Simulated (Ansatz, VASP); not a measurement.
BaOs2: VASP beside Ansatz

```
Ba Os
1.0
     2.92634    0.00000    0.00000
    -1.46317    2.53428    0.00000
     0.00000    0.00000    8.30797
Ba Os
1 2
Cartesian
  0.0000 0.0000 4.1540
  0.0000 0.0000 1.1593
  0.0000 0.0000 7.1487
```

Alike in both runs: functional PBE; k mesh 18 × 18 × 6; occupations gaussian, width 0.1 eV; no spin polarisation.

Ansatz relaxed the structure, and its values are those at the end. VASP's run is a single point on that final structure, the one shown.

|  | VASP | Ansatz |
| --- | --- | --- |
| version | VASP 6.6.1 | Ansatz 0.2.0 |
| potentials or method | VASP PAW PBE potentials, release 64 (Ba_sv, Os) | scalar-relativistic, plane waves, PAW |
| plane-wave cutoff (eV) | 520 | 420 |
| valence electrons in the cell | 26 | 42 |

```tsv
	VASP	Ansatz	Ansatz less VASP
gap on the k mesh at the Fermi level (eV)	none	none	-
pressure (GPa)	3.2	0.0	-3.17
rms of the force components (eV/Å)	0.133	0.000	-0.1329
```

A gap of «none» marks a metal or a gap that the smearing closes. The two sets of potentials don't hold the same shells in valence.

The runs have no spin-orbit coupling, so splittings on Ba, Os are missing.
